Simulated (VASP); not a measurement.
```
CELL_PARAMETERS angstrom
      0.00000     3.33271     3.33271
      3.33271     0.00000     3.33271
      3.33271     3.33271     0.00000
ATOMIC_POSITIONS crystal
  Sr 0.00000 0.00000 0.00000
  Te 0.50000 0.50000 0.50000
```

The numbers are results of PBE GGA with D3 dispersion (zero damping), VASP's PBE PAW potentials (set 64) (plane waves; VASP), not measurements. Settings: 520 eV cut-off, 8×8×8 Γ-centred mesh, tetrahedra with Blöchl corrections, potentials Sr_sv Te.

Unless said otherwise, spin-orbit coupling is left out, though it shifts the bands of the heavy elements here.

Q: Predict the energy per atom (σ→0), band gap (on the k-mesh) with the smallest direct gap where there is one.

A: 
```
Property                                      Value
-----------------------------------  --------------
band gap (on the k-mesh)                    1.70 eV
smallest direct gap (on the k-mesh)         2.44 eV
energy per atom (σ→0)                -4364 meV/atom
```

Only differences to runs with the same potentials and settings are physical.

The compound is SrTe in the rock salt structure. It was relaxed first.
